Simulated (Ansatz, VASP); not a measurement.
## Two plane-wave programs on BiSbSe

Contents of INCAR:

```
  PREC = Accurate
  ENCUT = 520
  EDIFF = 1E-6
  ISMEAR = 0
  SIGMA = 0.1
  LREAL = F
  LASPH = T
  NELM = 60
  ALGO = Normal
  ISIF = 2
  LWAVE = F
  LCHARG = T
  LDIPOL = T
  IDIPOL = 3
  DIPOL = 0.5 0.5 0.502
  GGA = PE
  LELF = T
  LVHAR = T
  LVACPOTAV = T
  NBANDS = 20
```

File KPOINTS:

```
Automatic mesh
0
Gamma
  6 6 1
```

Contents of POSCAR:

```
BiSbSe
1.0
    3.3426962600      0.0000000000      0.0000000000
   -1.6713486500      2.8948600700      0.0000000000
    0.0000000000      0.0000000000     18.0000000000
Sb Bi Se
1 1 1
Direct
    0.6666666700      0.3333333300      0.4067289700
    0.0000000000      0.0000000000      0.5050131200
    0.6666666700      0.3333333300      0.5932710300
```

Input for Ansatz:

```yaml
crystal:
  lattice:
    - [3.34269626, 0.0, 0.0]
    - [-1.67134865, 2.89486007, 0.0]
    - [0.0, 0.0, 18.0]
  atoms:
    - { symbol: Sb, position: [0.66666667, 0.33333333, 0.40672897] }
    - { symbol: Bi, position: [0.0, 0.0, 0.50501312] }
    - { symbol: Se, position: [0.66666667, 0.33333333, 0.59327103] }
  periodic: [true, true, false]
basis:
  ecutwfc: 420
kpoints:
  mp_grid: { grid: [6, 6, 1] }
hamiltonian:
  xc: pbe
scf:
  occupations: { method: gaussian, width: 0.1 }
  lower_state_search: "off"
output:
  forces: true
  stress: true
  eigenvalues: true
```

Change from the starting cell: species swapped into a sheet of the MoSeS type.

Alike in both runs: task single point; functional PBE; k mesh 6 × 6 × 1; occupations gaussian, width 0.1 eV; no spin polarisation.

```csv
,VASP,Ansatz
version,VASP 6.6.1,Ansatz 0.2.0
potentials or method,"VASP PAW PBE potentials, release 64 (Sb, Bi_d, Se)","scalar-relativistic, plane waves, PAW"
plane-wave cutoff (eV),520,420
valence electrons in the cell,26,46
```

|  | VASP | Ansatz | Ansatz less VASP |
| --- | --- | --- | --- |
| gap on the k mesh at the Fermi level (eV) | none | none | - |
| rms of the force components (eV/Å) | 4.387 | 4.343 | -0.0439 |

Atom by atom the forces differ by 0.051 eV/Å (rms over components). A gap of «none» marks a metal or a gap that the smearing closes. The two sets of potentials don't hold the same shells in valence. Ansatz warned: «slab_cell_height_set».

Caveats: the k mesh is coarse (spacing up to 0.36 Å⁻¹), so the values aren't converged; spin-orbit coupling is left out, which moves the levels of the heavy elements.
